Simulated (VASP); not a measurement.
## Mg6VCd: single point with PBE

Mg6VCd:

```
CELL_PARAMETERS angstrom
5.00501 0.00000 0.00000
0.00000 3.11870 5.43542
0.00000 -3.11870 5.43542
ATOMIC_POSITIONS crystal
Cd 0.50000 0.66578 0.66578
V 0.50000 0.16720 0.16720
Mg 0.00000 0.83312 0.83312
Mg 0.00000 0.32778 0.32778
Mg 0.00000 0.32802 0.84439
Mg 0.00000 0.84439 0.32802
Mg 0.50000 0.16951 0.66419
Mg 0.50000 0.66419 0.16951
```

The cell comes from a database or a generator and needn't be the stable form of this composition.

```
Program                : VASP 6.6.1
Task                   : single point
Functional             : PBE
Potentials or basis    : VASP PAW PBE potentials, release 64 (Cd, V_sv, Mg)
Cutoff                 : 520 eV
k mesh                 : 6 × 5 × 5
Occupations            : gaussian, width 0.1 eV
Spin                   : collinear spin, ferromagnetic start
Starting moments       : [0.0, 2.0, 0.0, 0.0, 0.0, 0.0, 0.0, 0.0] μB
Further INCAR settings : ALGO = Fast; EDIFF = 1e-06
```

The pressure is 0.1 GPa and the largest force is 0.024 eV/Å. The band gap on the k mesh is none (metal or under the smearing width), the net moment is 3.27 μB per cell and the site moments are Cd -0.01; V +2.61; Mg +0.01, +0.00, -0.01 μB. The valence electrons inside the program's atomic spheres are Cd 10.34; V 11.32; Mg 0.36, 0.37.

Forces on the atoms (eV/Å):
```
Cd   0.000  0.000 -0.002
V    0.000  0.000  0.013
Mg   0.000  0.000 -0.024
Mg   0.000  0.000 -0.017
Mg   0.000  0.006  0.005
Mg   0.000 -0.006  0.005
Mg   0.000  0.005  0.010
Mg   0.000 -0.005  0.010
```

Stress tensor (GPa, compression positive):
```
 0.35  0.00  0.00
 0.00 -0.01  0.00
 0.00  0.00 -0.18
```

Levels at points of the mesh, in eV from the Fermi level:
Spin up:
| k point | band 17 | band 18 | band 19 | band 20 | band 21 | band 22 | band 23 | band 24 |
| --- | --- | --- | --- | --- | --- | --- | --- | --- |
| (0.00, 0.00, 0.00) | -1.58 | -1.02 | -0.77 | -0.71 | 0.02 | 0.32 | 1.02 | 2.92 |
| (0.50, 0.00, 0.00) | -1.10 | -0.99 | -0.98 | -0.87 | -0.80 | -0.67 | -0.07 | 0.89 |
Spin down:
| k point | band 14 | band 15 | band 16 | band 17 | band 18 | band 19 | band 20 | band 21 |
| --- | --- | --- | --- | --- | --- | --- | --- | --- |
| (0.00, 0.00, 0.00) | -1.93 | -1.86 | -1.81 | -1.45 | -0.47 | 1.13 | 1.36 | 1.88 |
| (0.50, 0.00, 0.00) | -1.24 | -1.12 | -0.75 | -0.72 | -0.65 | -0.43 | -0.42 | -0.36 |

Wall time 6 min on 1 thread of Intel(R) Xeon(R) Platinum 8259CL CPU @ 2.50GHz (Skylake/Cascade Lake), on a shared host, peak memory 0.52 GiB.
